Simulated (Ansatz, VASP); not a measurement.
**Al in two plane-wave programs**

Wanted: the spread between two codes on one cell, functional and k mesh. The cell is taken from a series of runs on this material, whose earlier steps may have relaxed, scaled, displaced or heated it; both programs get it as it stands.

Main program and level: Ansatz 0.2.0; plane waves, with VASP 6.6.1 beside it; single point at PBEsol and single point at r2SCAN.

### 1. The starting structure

It takes space group Fm-3m (No. 225, cubic). The conventional cell has a = 4.000 Å, b = 4.000 Å, c = 4.000 Å, α = 90.00°, β = 90.00°, γ = 90.00°. Nearest to Al lie 12 Al at 2.83 Å.

Coordinates:

```
Al
1.0
     0.00000    2.00020    2.00020
     2.00020    0.00000    2.00020
     2.00020    2.00020    0.00000
Al
1
Direct
  0.00000 0.00000 0.00000
```

### 2. VASP: single point, PBEsol

With cell and atoms fixed, the geometry can't cause a difference; cores, projectors, grids and the points listed under the comparison can.

Lines of VASP's logs that name or quote its potential files are left out, and so is its time.

INCAR

```
SYSTEM = Al
PREC = Accurate
ENCUT = 520
EDIFF = 1E-06
NELM = 100
ISMEAR = 1
SIGMA = 0.1
LREAL = .FALSE.
ALGO = Normal
GGA = PS
NBANDS = 7
LORBIT = 11
LWAVE = .FALSE.
LCHARG = .FALSE.
KPAR = 2
ISIF = 2
```

POSCAR

```
Al
1.0
    0.0000000000      2.0001971500      2.0001971500
    2.0001971500      0.0000000000      2.0001971500
    2.0001971500      2.0001971500      0.0000000000
Al
1
Direct
    0.0000000000      0.0000000000      0.0000000000
```

KPOINTS

```
Automatic mesh
0
Gamma
12 12 12
0 0 0
```

Potentials, in the order of the species: Al_GW (PBE family, release 64).

Run with:

```
> mpirun -np 2 vasp_std
```

Numbers of over 12 decimals in the logs are rounded to 6 here.

Log:

```text
[banner, memory and clock lines left out]
running    2 mpi-ranks, on    1 nodes
 distrk:  each k-point on    1 cores,    2 groups
 distr:  one band on    1 cores,    1 groups

 POSCAR found type information on POSCAR Al
 POSCAR found :  1 types and       1 ions
|                                                                             |
|               ----> ADVICE to this user running VASP <----                  |
|                                                                             |
|     You enforced a specific xc type in the INCAR file but a different       |
|     [... a line on the potential file left out ...]
|     I HOPE YOU KNOW WHAT YOU ARE DOING!                                     |
|                                                                             |

 LDA part: xc-table for (Slater+PW92), standard interpolation
 POSCAR, INCAR and KPOINTS ok, starting setup
 FFT: planning ... GRIDC
 FFT: planning ... GRID_SOFT
 FFT: planning ... GRID
 WAVECAR not read
 entering main loop
       N       E                     dE             d eps       ncg     rms          rms(c)
DAV:   1    -0.259242818444E+01   -0.25924E+01   -0.14182E+03  1008   0.285E+02
DAV:   2    -0.412526125967E+01   -0.15328E+01   -0.15105E+01  1351   0.240E+01
DAV:   3    -0.413293120693E+01   -0.76699E-02   -0.76698E-02  1337   0.173E+00
DAV:   4    -0.413298103350E+01   -0.49827E-04   -0.49826E-04  1575   0.111E-01
DAV:   5    -0.413298135522E+01   -0.32172E-06   -0.32179E-06  1337   0.399E-03    0.971E-01
DAV:   6    -0.411493569291E+01    0.18046E-01   -0.21726E-03  1407   0.230E-01    0.598E-01
DAV:   7    -0.410280574508E+01    0.12130E-01   -0.61291E-03  1288   0.389E-01    0.216E-02
DAV:   8    -0.410280219928E+01    0.35458E-05   -0.93093E-06  1505   0.285E-02    0.618E-03
DAV:   9    -0.410280239624E+01   -0.19696E-06   -0.17908E-07  1400   0.268E-03
   1 F= -.41028024E+01 E0= -.41030423E+01  d E =0.719724E-03
```

OUTCAR, selected parts (step 2):

```text
ion  position               nearest neighbor table
   1  0.000  0.000  0.000-

  LATTYP: Found a face centered cubic cell.
 ALAT       =     4.0003943000

 Subroutine GETGRP returns: Found 48 space group operations
 (whereof 48 operations were pure point group operations)

The static configuration has the point symmetry O_h .

 Found     72 irreducible k-points:

   k-points           NKPTS =     72   k-points in BZ     NKDIM =     72   number of bands    NBANDS=      7

   dimension x,y,z NGX =    24 NGY =   24 NGZ =   24
   dimension x,y,z NGXF=    48 NGYF=   48 NGZF=   48

   ENCUT  =  520.0 eV  38.22 Ry    6.18 a.u.   5.26  5.26  5.26*2*pi/ulx,y,z

   NELECT =       3.0000    total number of electrons

 k-points in reciprocal lattice and weights: Automatic mesh
   0.00000000  0.00000000  0.00000000       0.001
   0.08333333  0.00000000  0.00000000       0.005
   0.16666667  0.00000000  0.00000000       0.005
   0.25000000  0.00000000  0.00000000       0.005
   0.33333333  0.00000000  0.00000000       0.005
   0.41666667  0.00000000  0.00000000       0.005
   0.50000000  0.00000000  0.00000000       0.002
   0.08333333  0.08333333  0.00000000       0.003
   0.16666667  0.08333333  0.00000000       0.014
[...]
-0.33333333  0.50000000  0.16666667       0.007
  -0.25000000  0.50000000  0.25000000       0.003

 average (electrostatic) potential at core
       1 -50.5789

 E-fermi :   6.8119

 k-point     1 :       0.0000    0.0000    0.0000
  band No.  band energies     occupation
      1      -4.3876      2.00000
      2      19.7281      0.00000
      3      19.7281      0.00000
      4      19.7281      0.00000
      5      21.4182      0.00000
      6      21.4182      0.00000
    ...

 k-point     2 :       0.0833    0.0000    0.0000
  band No.  band energies     occupation
      1      -4.1952      2.00000
      2      17.1189      0.00000
      3      19.1933      0.00000
      4      19.1933      0.00000
      5      22.0292      0.00000
      6      22.2495      0.00000
    ...

 k-point     3 :       0.1667    0.0000    0.0000
  band No.  band energies     occupation
      1      -3.6194      2.00000
      2      13.7094      0.00000
      3      18.5039      0.00000
      4      18.5039      0.00000
      5      21.8251      0.00000
      6      23.3141      0.00000
    ...

  Total        0.1217451      0.1217451      0.1217451     -0.0000000     -0.0000000      0.0000000
  in kB       12.1874735     12.1874735     12.1874735     -0.0000000     -0.0000000      0.0000000
  external PRESSURE =      12.1874735 kB  Pullay stress =       0.0000000 kB

  energy-cutoff  :      520.00
  volume of cell :       16.00
      direct lattice vectors                 reciprocal lattice vectors
     0.000000000  2.000197150  2.000197150    -0.249975359  0.249975359  0.249975359
     2.000197150  0.000000000  2.000197150     0.249975359 -0.249975359  0.249975359
     2.000197150  2.000197150  0.000000000     0.249975359  0.249975359 -0.249975359

 POSITION                                       TOTAL-FORCE (eV/Angst)
 -----------------------------------------------------------------------------------
      0.00000      0.00000      0.00000        -0.000000      0.000000      0.000000
 -----------------------------------------------------------------------------------
    total drift:                                0.000000     -0.000000     -0.000000

  FREE ENERGIE OF THE ION-ELECTRON SYSTEM (eV)
  ---------------------------------------------------
  free  energy   TOTEN  =        -4.1028023962 eV

  energy  without entropy=       -4.1035221207  energy(sigma->0) =       -4.10304230

 total charge
# of ion       s       p       d       tot
------------------------------------------
    1        0.512   0.437   0.073   1.023

[... 3 further parts left out ...]
```

The run ends at a pressure of 1.22 GPa.

### 3. Ansatz: single point, PBEsol

Ansatz runs on its default PAW (the set named soft_2) files.

The same cell, functional, mesh and smearing now go to Ansatz, which takes its cutoff from its data sets.

input.yaml

```yaml
crystal:
  lattice:
    - [0.0, 2.00019715, 2.00019715]
    - [2.00019715, 0.0, 2.00019715]
    - [2.00019715, 2.00019715, 0.0]
  atoms:
    - { symbol: Al, position: [0.0, 0.0, 0.0] }
hamiltonian:
  xc: pbesol
  pseudopotentials: { kind: paw }
kpoints:
  mp_grid: { grid: [12, 12, 12] }
scf:
  occupations: { method: methfessel_paxton, width: 0.1 }
  n_extra_bands: 4
output:
  forces: true
  stress: true
  eigenvalues: true
```

Run with:

```
> ansatz run input.yaml --threads 2 --pin off --max-ram 4608MiB --backend cpu --events-out ev --progress --plain --runs-dir out
```

Log:

```text
scf.n_extra_bands = 4 over 2 filled bands (N_el = 3.0): the run solves 6 bands
Engine: ansatz 0.2.0, aarch64-unknown-linux-gnu
Pseudopotentials: kind: paw
Pseudopotential: Al, paw, valence charge 3, recommended cutoff 420 eV (normal), Al.paw.azcp
Functional definition: PBEsol
  exchange = pbesol_x
  correlation = pbesol_c
Crystal: 1 atoms, lattice volume = 16.005 Å³
Basis set: ecut = 420 eV, 331 PW (Γ), exchange–correlation on 40×40×40 points (8 copies of the dense FFT grid, shifted against one another)
Bands: 6, of which v1, the nominal top of the filled ones, is band 2 counted from 1 (1 counted from 0)
Symmetry: 48 space group operations
Space group: Fm-3m (ITA 225), of the structure as read, at distance tolerance 2.5e-5 Å
k-points: 72 of 1728
Non-local potential: Al, projectors of the file, l = 0: 2, l = 1: 2, l = 2: 1
PAW form: soft (Blöchl's): semilocal exchange-correlation on the pseudo side does not see the compensation charge
PAW frozen core: Al, regenerated for the run's functional, and the local potential with it (the file was generated under x = pbe(κ = 0.804, μ = 0.219515), c = pbe(β = 0.066725))
PAW one-centre angular grid: Al, 110 points (default); XC on 64 Gauss nodes
Initial density: superposition of atomic densities (neutral atoms: chi_scale 0, normalization atom), corrected by the library's trained network
Initial wavefunctions: pseudopotential atomic-orbital guess
Functional: x = pbesol(κ = 0.804, μ = 0.123457), c = pbesol(β = 0.046)
SCF iter   1: F=—  HF=-524.554426 eV  |F-HF|=—  |Δ(HF+E_count)|=         —  Δρ=8.93e-4  dr2=9.11e-5  ethr=1.77e-3  ⟨swp⟩=4.8  Hψ=3692  notcnv=0
preconditioner: auto → none  [insulator: Δε(μ)=0.170 eV  Ē_g=13.454 eV  σ=0.100 eV  W_gap=1.00  n_scr=0 (ndim 8)  ℏωp=16.1 eV  f_vac=0.000  D(μ)=0.25/eV (n_scr^D=0)  ε∞_Penn≈2.4]
SCF iter   2: F=—  HF=-524.554429 eV  |F-HF|=—  |Δ(HF+E_count)|=   2.67e-6  S|Δr|=    0.00e0  Δρ=4.19e-4  dr2=1.80e-5  ethr=3.04e-6  ⟨swp⟩=1.5  Hψ=1049  notcnv=0
SCF iter   3: F=-524.554429 eV  HF=-524.554429 eV  |F-HF|=1.37e-8  |Δ(HF+E_count)|=   3.09e-7  S|Δr|=    0.00e0  Δρ=2.21e-5  dr2=3.87e-8  ethr=3.33e-9  ⟨swp⟩=4.6  Hψ=2075  notcnv=0
SCF 1 converged in 3 iterations: F = -524.554429 eV  dr2 = 3.87e-8
  greatest PAW one-centre occupation: 0.452 electrons in one spin orbital (limit 2), on the Al atom at site 0 (counted from 0), in its partial waves of l = 0
SCF converged after 3 iterations
Stability not checked: this state was not tested for a lower state beside it, because cold or Methfessel-Paxton smearing, or corrected tetrahedra, fill the levels in a way that the test cannot read (fill_not_monotonic; see scf.lower_state_search)
Free energy (F): -524.554429 eV
Harris-Foulkes:  -524.554429 eV  (|F-HF|=1.37e-8)
Internal energy: -524.555146 eV  (E = F + TS)
E sigma→0 (E₀):  -524.554608 eV
Entropy (-TS):   0.000717 eV (0.717 meV/atom)
Fermi energy:    8.056320 eV
--- Per-component energies (eV) ---
  E_band       = 11.093161
  E_kinetic    = 23.282320
  E_local      = 10.208031  (includes V_loc(G=0)·N_el)
  E_nonlocal   = 10.459501
  E_hartree    = 0.110682
  E_xc         = -39.604538
  E_vxc        = -29.414287  (∫ρ·V_xc dr)
  E_paw        = -454.764662  (= ΣΔE_a)
  E_vpaw       = -3.663828  (= ΣTr[D̂ρ^β])
  E_aug_tail   = -0.000003  (compensation charges beyond the density's cutoff)
  E_ewald      = -74.265616
  E_core_change = 0.019139  (= ΣΔE_core)
  E_smearing   = 0.000717  (= −TS)
  E_closure    = -0.000000  (closes the sum)
  Σ components = -524.554429   (vs F -524.554429, Δ=0.00e0)
--- Forces (eV/Å), atoms counted from 1 ---
  atom   1  Al    -0.00000000    -0.00000000    -0.00000000
  max |Σ_I F_I| component: 9.24e-33 eV/Å
--- Stress (GPa, compression-positive) ---
        1.257443      -0.000000       0.000000
       -0.000000       1.257443       0.000000
        0.000000       0.000000       1.257443
  P = ⅓ Tr σ = 1.2574 GPa (12.574 kbar)
--- Band table (eV; the first three rows and the last of 72) ---
  k-point 0: bands = ["-3.1289", "20.8845", "20.8845", "20.8845", "22.6835", "22.6835"]
  k-point 1: bands = ["-2.9365", "18.3307", "20.3804", "20.3804", "23.2796", "23.4814"]
  k-point 2: bands = ["-2.3609", "14.9391", "19.7107", "19.7107", "23.0740", "24.5078"]
  k-point 71: bands = ["7.3245", "7.3245", "8.3044", "9.4804", "24.2152", "24.2152"]
```

The column dr2 measures how far the density is from self-consistency, as an energy; F and HF (Harris–Foulkes) agree once it is small.

The run ends at a pressure of 1.26 GPa.

### 4. Side by side

Known differences besides the potentials themselves: the cutoff is 420 eV in Ansatz and 520 eV in VASP; Ansatz makes its cores anew for this functional, VASP keeps those of its PBE data sets; VASP leaves aspherical gradient terms in its spheres out (LASPH is not set), Ansatz keeps them. Total energies have different zeros and are not compared.

Compared:

```csv
quantity,Ansatz,VASP,difference
pressure (GPa),1.26,1.22,+0.04
pressure without Ansatz's Pulay correction (GPa),1.19,1.22,-0.03
```

Ansatz's pressure holds a Pulay correction of 0.07 GPa; VASP's holds none.

### 5. VASP: single point, r2SCAN

A single point gives forces, pressure and levels at one fixed geometry, so differences don't come from the geometry; what else differs is listed under the comparison. The cell compared in this pair holds 15.65 Å³, against 16.00 Å³ for the pair before.

Changes to INCAR since step 2:

```diff
@@ -9,3 +9,4 @@
 ALGO = Normal
-GGA = PS
+METAGGA = R2SCAN
+LASPH = .TRUE.
 NBANDS = 7
```

POSCAR

```
Al
1.0
    0.0000000000      1.9854232800      1.9854232800
    1.9854232800      0.0000000000      1.9854232800
    1.9854232800      1.9854232800      0.0000000000
Al
1
Direct
    0.0000000000      0.0000000000      0.0000000000
```

KPOINTS is that of step 2.

Run with:

```
> mpirun -np 2 vasp_std
```

Log:

```text
[banner, memory and clock lines left out]
running    2 mpi-ranks, on    1 nodes
[...]
[... a notice as in an earlier step ...]

 LDA part: xc-table for (None), standard interpolation
 POSCAR, INCAR and KPOINTS ok, starting setup
[...]
entering main loop
       N       E                     dE             d eps       ncg     rms          rms(c)
DAV:   1    -0.510810044714E+01   -0.51081E+01   -0.13745E+03  1008   0.292E+02
DAV:   2    -0.689648833839E+01   -0.17884E+01   -0.16768E+01  1344   0.261E+01
DAV:   3    -0.690402448182E+01   -0.75361E-02   -0.75362E-02  1316   0.184E+00
DAV:   4    -0.690406435798E+01   -0.39876E-04   -0.39876E-04  1617   0.116E-01
[...]
DAV:   9    -0.672586915109E+01    0.11574E-04   -0.44689E-06  1463   0.165E-02    0.236E-03
DAV:  10    -0.672586672354E+01    0.24275E-05   -0.13370E-07  1218   0.311E-03    0.365E-04
DAV:  11    -0.672586689227E+01   -0.16873E-06   -0.24042E-09   707   0.393E-04
   1 F= -.67258669E+01 E0= -.67257133E+01  d E =-.460649E-03
```

From OUTCAR (step 5):

```text
  Total        0.1474641      0.1474641      0.1474641      0.0000000     -0.0000000      0.0000000
  in kB       15.0941113     15.0941113     15.0941113      0.0000000     -0.0000000      0.0000000
  external PRESSURE =      15.0941113 kB  Pullay stress =       0.0000000 kB

 POSITION                                       TOTAL-FORCE (eV/Angst)
 -----------------------------------------------------------------------------------
      0.00000      0.00000      0.00000         0.000000     -0.000000      0.000000
 -----------------------------------------------------------------------------------
    total drift:                                0.000000      0.000000     -0.000000

  FREE ENERGIE OF THE ION-ELECTRON SYSTEM (eV)
  ---------------------------------------------------
  free  energy   TOTEN  =        -6.7258668923 eV

  energy  without entropy=       -6.7254062430  energy(sigma->0) =       -6.72571334

[... 1 part as in an earlier step ...]

[... 2 further parts left out ...]
[key lines of the parts left out:]
E-fermi :   7.1230
```

The run ends at a pressure of 1.51 GPa.

### 6. Ansatz: single point, r2SCAN

The same cell, functional, mesh and smearing now go to Ansatz, which takes its cutoff from its data sets.

The cell is taken from a series of runs on this material, whose earlier steps may have relaxed, scaled, displaced or heated it; both programs get it as it stands.

input.yaml, the sections that differ from step 3:

```yaml
crystal:
  lattice:
    - [0.0, 1.98542328, 1.98542328]
    - [1.98542328, 0.0, 1.98542328]
    - [1.98542328, 1.98542328, 0.0]
  atoms:
    - { symbol: Al, position: [0.0, 0.0, 0.0] }
hamiltonian:
  xc: r2scan
  pseudopotentials: { kind: paw }
output:
  forces: true
  stress: true
  eigenvalues: true
  write_density: true
  write_potential: true
  elf: true
  volumetric_format: npy
# kpoints, scf: as in step 3
```

Run with:

```
> ansatz run input.yaml --threads 2 --pin off --max-ram 4608MiB --backend cpu --events-out ev --progress --plain --runs-dir out
```

Log:

```text
[...]
Crystal: 1 atoms, lattice volume = 15.653 Å³
Basis set: ecut = 500 eV, 411 PW (Γ), exchange–correlation on 96×96×96 points (64 copies of the dense FFT grid, shifted against one another)
Bands: 6, of which v1, the nominal top of the filled ones, is band 2 counted from 1 (1 counted from 0)
[... 1 set-up line as in the run before ...]
[...]
k-points: 72 of 1728
[...]
Internal energy: -540.412842 eV  (E = F + TS)
E sigma→0 (E₀):  -540.413149 eV
Entropy (-TS):   -0.000409 eV (-0.409 meV/atom)
Fermi energy:    8.415250 eV
[...]
--- Stress (GPa, compression-positive) ---
        1.706332       0.000000       0.000000
       -0.000000       1.706332       0.000000
        0.000000       0.000000       1.706332
  P = ⅓ Tr σ = 1.7063 GPa (17.063 kbar)
--- Band table (eV; the first three rows and the last of 72) ---
[...]
[key lines of the parts left out:]
SCF converged after 6 iterations
Free energy (F): -540.413251 eV
```

The run ends at a pressure of 1.71 GPa.

### 7. Side by side

What differs besides the data sets and the points named for the pairs above, as far as they apply: VASP keeps PBE cores, Ansatz makes them for the functional; the cutoff is 500 eV in Ansatz and 520 eV in VASP. Total energies have different zeros and are not compared.

Both answers:

```csv
quantity,Ansatz,VASP,difference
pressure (GPa),1.71,1.51,+0.20
```

### 8. Outcome

| Property | Result |
| --- | --- |
| difference in pressure (single point, PBEsol) | 0.039 GPa |
| difference in pressure (single point, r2SCAN) | 0.20 GPa |

**Reading.** The difference in pressure is 0.20 GPa (single point, r2SCAN), within the 1 GPa picked in this series as the mark of a large difference. Such differences can come from data sets, numerical settings and the points named under the comparisons, not from the functional's error against experiment.

[Lines on the potential files, build, host, timing and source positions are cut from VASP's logs without a mark.]

[Logs are printed without paths, hosts, clocks, repeated set-up lines and the standing remarks that a program may print on its own settings, such as how far it seeks lower states.]

[Hosts, paths, dates, database ids (printed as entryN), source tags and the programs' standing remarks are cut or masked in the printed files.]
